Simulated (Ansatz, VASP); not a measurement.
TlIn in VASP and in Ansatz

```xyz
2
Lattice="1.7064 0.9852 5.5754 -1.7064 0.9852 5.5754 0.0000 -1.9704 5.5754" Properties=species:S:1:pos:R:3 pbc="T T T"
Tl    0.0000    0.0000    8.3631
In    0.0000    0.0000    0.0000
```

The cell comes from a database or a generator and needn't be the stable form of this composition.

Alike in both runs: task single point; functional LDA; k mesh 6 × 6 × 6; occupations gaussian, width 0.1 eV; no spin polarisation.

|  | VASP | Ansatz |
| --- | --- | --- |
| version | VASP 6.6.1 | Ansatz 0.2.0 |
| potentials or method | VASP PAW LDA potentials, release 64 (Tl_d, In_d) | scalar-relativistic, plane waves, PAW |
| plane-wave cutoff (eV) | 520 | 420 |
| valence electrons in the cell | 26 | 26 |

```csv
,VASP,Ansatz,Ansatz less VASP
gap on the k mesh at the Fermi level (eV),none,none,-
pressure (GPa),-3.2,-3.2,0.00
```

A gap of «none» marks a metal or a gap that the smearing closes.

The runs have no spin-orbit coupling, so splittings on Tl are missing.
